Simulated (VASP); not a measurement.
Consider the following.

```
CELL_PARAMETERS angstrom
      0.00000     2.24644     2.24644
      2.24644     0.00000     2.24644
      2.24644     2.24644     0.00000
ATOMIC_POSITIONS crystal
  Ta 0.00000 0.00000 0.00000
  C  0.50000 0.50000 0.50000
```

The numbers are results of revPBE GGA, VASP's PBE PAW potentials (set 64) (plane waves; VASP 6.6.1), not measurements. Run with 520 eV cut-off, 16×16×16 Γ-centred mesh, tetrahedra with Blöchl corrections, potentials Ta_pv C.

Unless said otherwise, spin-orbit coupling is left out, though it shifts the bands of the heavy elements here.

Q: Estimate the energy per atom (σ→0), band gap (on the k-mesh) with the smallest direct gap where there is one.

A: 
```
Quantity                                                    Result
------------------------  ----------------------------------------
band gap (on the k-mesh)  none (metal, semimetal or under 0.01 eV)
energy per atom (σ→0)                              -10.696 eV/atom
```

The compound is TaC in the rock salt structure. It was relaxed first. The electron count is odd and the run is not spin-polarised, which forces a metal.
